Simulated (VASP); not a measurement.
An input for Quantum ESPRESSO's pw.x (written as the equivalent of a VASP run, and not itself run):

```
&CONTROL
  calculation = 'vc-relax'
  pseudo_dir = './pseudo'
  outdir = './out'
  tprnfor = .true.
  tstress = .true.
  nstep = 30
  forc_conv_thr = 0.00039
/
&SYSTEM
  ibrav = 0
  nat = 3
  ntyp = 2
  ecutwfc = 86
  occupations = 'smearing'
  smearing = 'methfessel-paxton'
  degauss = 0.00735
  input_dft = 'rpbe'
/
&ELECTRONS
  conv_thr = 7.3e-09
  electron_maxstep = 100
/
&IONS
/
&CELL
  cell_dofree = 'shape'
/
ATOMIC_SPECIES
  Ti 47.867 Ti.upf
  Se 78.971 Se.upf
CELL_PARAMETERS angstrom
     1.8261550   -3.1629932    0.0000000
     1.8261550    3.1629932    0.0000000
     0.0000000    0.0000000    7.8491626
ATOMIC_POSITIONS crystal
  Ti   0.0000000  0.0000000  0.0000000
  Se   0.3333330  0.6666670  0.2016254
  Se   0.6666670  0.3333330  0.7983746
K_POINTS automatic
  10 10 4 0 0 0
```

Write the VASP files for the same calculation (RPBE).

This is not unique; one that fits is 
### INCAR
```
SYSTEM = TiSe2
PREC = Accurate
ENCUT = 520
EDIFF = 1E-7
NELM = 100
ALGO = Normal
LREAL = .FALSE.
LASPH = .TRUE.
ISMEAR = 1
SIGMA = 0.1
GGA = RP
LMAXMIX = 4
LWAVE = .FALSE.
LCHARG = .FALSE.
ISIF = 4
IBRION = 2
NSW = 30
EDIFFG = -0.01
```

**POSCAR**
```
TiSe2
1
    1.8261549545    -3.1629932383     0.0000000000
    1.8261549545     3.1629932383     0.0000000000
    0.0000000000     0.0000000000     7.8491626180
Ti Se
1 2
Direct
  0.0000000000   0.0000000000   0.0000000000
  0.3333330000   0.6666670000   0.2016253677
  0.6666670000   0.3333330000   0.7983746323
```

File KPOINTS:
```
Automatic mesh
0
Gamma
10 10 4
0 0 0
```

POTCAR, in this order: Ti_sv Se (PBE.64 set). Program: vasp_std.

What does not carry over: the potentials are each code's own (VASP's PAW set, PseudoDojo norm-conserving files in pw.x), so ENCUT and ecutwfc are chosen apart and not converted; conv_thr bounds pw.x's estimated SCF error, while EDIFF bounds the energy change between steps; forc_conv_thr acts on force components and is met together with etot_conv_thr.

The compound is TiSe2 in the 1T layered structure. This cell is one point of a volume scan, at 1.06 of the reference volume. Symmetry was kept, so distortions that lower it aren't found.
